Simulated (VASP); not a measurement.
Method: PBE GGA with D3 dispersion (zero damping), VASP's PBE PAW potentials (set 64) (plane waves; VASP).

The input files of a VASP run:

POSCAR:
```
SnO2
1
    4.8093651703     0.0000000000     0.0000000000
    0.0000000000     4.8093651703     0.0000000000
    0.0000000000     0.0000000000     3.2350677749
Sn O
2 4
Direct
  0.0000000000   0.0000000000   0.0000000000
  0.5000000000   0.5000000000   0.5000000000
  0.3062830395   0.3062830395   0.0000000000
  0.8062830395   0.1937169605   0.5000000000
  0.1937169605   0.8062830395   0.5000000000
  0.6937169605   0.6937169605   0.0000000000
```

KPOINTS:
```
k-points along high-symmetry lines
10
Line-mode
Reciprocal
  0.000000   0.000000   0.000000 ! GAMMA
  0.000000   0.500000   0.000000 ! X

  0.000000   0.500000   0.000000 ! X
  0.500000   0.500000   0.000000 ! M

  0.500000   0.500000   0.000000 ! M
  0.000000   0.000000   0.000000 ! GAMMA

  0.000000   0.000000   0.000000 ! GAMMA
  0.000000   0.000000   0.500000 ! Z

  0.000000   0.000000   0.500000 ! Z
  0.000000   0.500000   0.500000 ! R

  0.000000   0.500000   0.500000 ! R
  0.500000   0.500000   0.500000 ! A

  0.500000   0.500000   0.500000 ! A
  0.000000   0.000000   0.500000 ! Z

  0.000000   0.500000   0.000000 ! X
  0.000000   0.500000   0.500000 ! R

  0.500000   0.500000   0.000000 ! M
  0.500000   0.500000   0.500000 ! A
```

**INCAR**
```
! general
SYSTEM =SnO2
PREC   =Accurate
ENCUT  =520
LREAL  =.FALSE.
LASPH  =.TRUE.
ICHARG =11

! electronic loop
EDIFF  =1E-7
NELM   =100
ALGO   =Normal
LMAXMIX=4

! smearing
ISMEAR =0
SIGMA  =0.05

! functional
GGA    =PE
IVDW   =11

! output
LWAVE  =.FALSE.
LCHARG =.FALSE.
LORBIT =11
```

POTCAR, in this order: Sn_d O (PBE.64 set). Program: vasp_std. Read from the step before: CHGCAR.

Output of the run:

File OSZICAR:
```
       N       E                     dE             d eps       ncg     rms          rms(c)
DAV:   1     0.638523201580E+03    0.63852E+03   -0.26415E+04  6083   0.264E+03
DAV:   2     0.605406018219E+02   -0.57798E+03   -0.55928E+03  6161   0.703E+02
DAV:   3    -0.322229494086E+02   -0.92764E+02   -0.91275E+02  6546   0.222E+02
DAV:   4    -0.367738702897E+02   -0.45509E+01   -0.45310E+01  6462   0.553E+01
DAV:   5    -0.369211436703E+02   -0.14727E+00   -0.14723E+00  7620   0.976E+00
DAV:   6    -0.369260663843E+02   -0.49227E-02   -0.49226E-02  7277   0.148E+00
DAV:   7    -0.369262358829E+02   -0.16950E-03   -0.16950E-03  8067   0.236E-01
DAV:   8    -0.369262371985E+02   -0.13156E-05   -0.13156E-05  7362   0.234E-02
DAV:   9    -0.369262372242E+02   -0.25737E-07   -0.25681E-07  5614   0.338E-03
   1 F= -.37779019E+02 E0= -.37779019E+02  d E =-.788010E-16
```

File OUTCAR:
```
 val. band max:        5.6286219104   @ k =   0.0000   0.0000   0.0000

 cond. band min:       6.3723801409   @ k =   0.0000   0.0000   0.0000



 k-point     1 :       0.0000    0.0000    0.0000
  band No.  band energies     occupation
      1     -15.4176      2.00000
      2     -14.7279      2.00000
      3     -14.5332      2.00000
      4     -14.5056      2.00000
      5     -14.5056      2.00000
      6     -14.4425      2.00000
      7     -14.4075      2.00000
      8     -14.3358      2.00000
      9     -14.2928      2.00000
     10     -14.2928      2.00000
     11     -13.0768      2.00000
     12     -11.3424      2.00000
     13     -11.3424      2.00000
     14      -9.7661      2.00000
     15      -2.3711      2.00000
     16       1.7037      2.00000
     17       1.7037      2.00000
     18       1.8140      2.00000
     19       2.6883      2.00000
     20       3.6513      2.00000
     21       3.6645      2.00000
     22       4.3686      2.00000
     23       4.3686      2.00000
     24       4.8829      2.00000
     25       4.8829      2.00000
     26       5.6286      2.00000
     27       6.3724      0.00000
     28      11.3815      0.00000
     29      11.7128      0.00000
     30      11.7128      0.00000
     31      15.8325      0.00000

 k-point     2 :       0.0000    0.0556    0.0000
  band No.  band energies     occupation
      1     -15.4133      2.00000
      2     -14.7325      2.00000
      3     -14.5331      2.00000
      4     -14.5054      2.00000
      5     -14.5054      2.00000
      6     -14.4465      2.00000
      7     -14.4069      2.00000
      8     -14.3362      2.00000
      9     -14.2931      2.00000
     10     -14.2930      2.00000
     11     -13.0675      2.00000
     12     -11.3625      2.00000
     13     -11.3261      2.00000
     14      -9.7718      2.00000
     15      -2.3508      2.00000
     16       1.6386      2.00000
     17       1.7179      2.00000
     18       1.8252      2.00000
...
```

The density is held fixed in this step, so its total energy and stress have no physical meaning. Unless said otherwise, spin-orbit coupling is left out, though it shifts the bands of the heavy elements here.

The compound is SnO2 in the rutile structure. It was relaxed first.
